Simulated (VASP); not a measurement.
Calculation: revTPSS meta-GGA, VASP's PBE PAW potentials (set 64) (plane waves; VASP).

VASP input:

KPOINTS:
```
Automatic mesh
0
Gamma
9 9 9
0 0 0
```

### INCAR
```
SYSTEM = Bi
PREC = Accurate
ENCUT = 520
EDIFF = 1E-6
NELM = 100
ALGO = Normal
LREAL = .FALSE.
LASPH = .TRUE.
ISMEAR = 1
SIGMA = 0.1
METAGGA = RTPSS
LMIXTAU = .TRUE.
LMAXMIX = 4
LWAVE = .FALSE.
LCHARG = .FALSE.
IBRION = 2
ISIF = 3
NSW = 60
EDIFFG = -0.01
```

POSCAR:
```
Bi
1.0
  4.1436360798  -2.2639646243  -0.0006567495
  4.1436360798   2.2639646243  -0.0006567495
  2.9072596249   0.0000000000   3.7206313524
Bi
2
Cart
  2.6447223321  -0.0000000000   0.8786935601
  8.5498094524  -0.0000000000   2.8406242933
```

POTCAR, in this order: Bi_d (PBE.64 set). Program: vasp_std.

Unless said otherwise, spin-orbit coupling is left out, though it shifts the bands of the heavy elements here.

Problem. What does the run give for the energy per atom (σ→0), volume per atom, band gap (on the k-mesh)?

Solution. 
```yaml
energy per atom (σ→0): 40.535 eV/atom
band gap (on the k-mesh): none (metal, semimetal or under 0.01 eV)
volume_per_atom: 34.85 Å³/atom
```

### OSZICAR
```
...
DAV:   2     0.810700737128E+02    0.71569E-03   -0.20747E-03  3910   0.798E-01    0.105E-01
DAV:   3     0.810703613864E+02    0.28767E-03   -0.10153E-03  4311   0.500E-01    0.167E-02
DAV:   4     0.810703542672E+02   -0.71193E-05   -0.30795E-04  3278   0.234E-01    0.932E-03
DAV:   5     0.810702961480E+02   -0.58119E-04   -0.48033E-05  3233   0.661E-02    0.391E-03
DAV:   6     0.810702950375E+02   -0.11105E-05   -0.55169E-06  2592   0.306E-02    0.167E-03
DAV:   7     0.810702934296E+02   -0.16079E-05   -0.26332E-06  2574   0.202E-02    0.821E-04
DAV:   8     0.810702927810E+02   -0.64860E-06   -0.73261E-07  1999   0.105E-02
   6 F= 0.81070293E+02 E0= 0.81070181E+02  d E =-.665877E-04
```

The compound is Bi in the a7 structure. This run relaxes it. Symmetry was kept, so distortions that lower it aren't found. The start is the result of an earlier pass.
